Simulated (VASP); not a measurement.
Consider the following.

```
CELL_PARAMETERS angstrom
      5.68085     0.00000     0.00000
      0.00000     5.68085     0.00000
      0.00000     0.00000     5.68085
ATOMIC_POSITIONS crystal
  Cs 0.00000 0.00000 0.00000
  Pb 0.50000 0.50000 0.50000
  Cl 0.50000 0.00000 0.50000
  Cl 0.00000 0.50000 0.50000
  Cl 0.50000 0.50000 0.00000
```

Computed with AM05 GGA, VASP's PBE PAW potentials (set 64) (plane waves; VASP 6.6.1). Run with 520 eV cut-off, 5×5×5 Γ-centred mesh, tetrahedra with Blöchl corrections, potentials Cs_sv Pb_d Cl.

The cores are frozen, which limits the accuracy of field gradients.

Q: Give the principal components of the electric field gradient (V/Å²) and the asymmetry η at each nucleus.

A: 
| atom | Vxx | Vyy | Vzz | η |
|---|---|---|---|---|
| Cs1 | 0.0 | 0.0 | 0.0 | - |
| Pb2 | 0.0 | 0.0 | 0.0 | - |
| Cl3 | -46.6 | -46.6 | 93.2 | 0.00 |
| Cl4 | -46.6 | -46.6 | 93.2 | 0.00 |
| Cl5 | -46.6 | -46.6 | 93.2 | 0.00 |

The compound is CsPbCl3 in the cubic perovskite structure, the ideal cubic form; the compound distorts at low or room temperature. It was relaxed first.
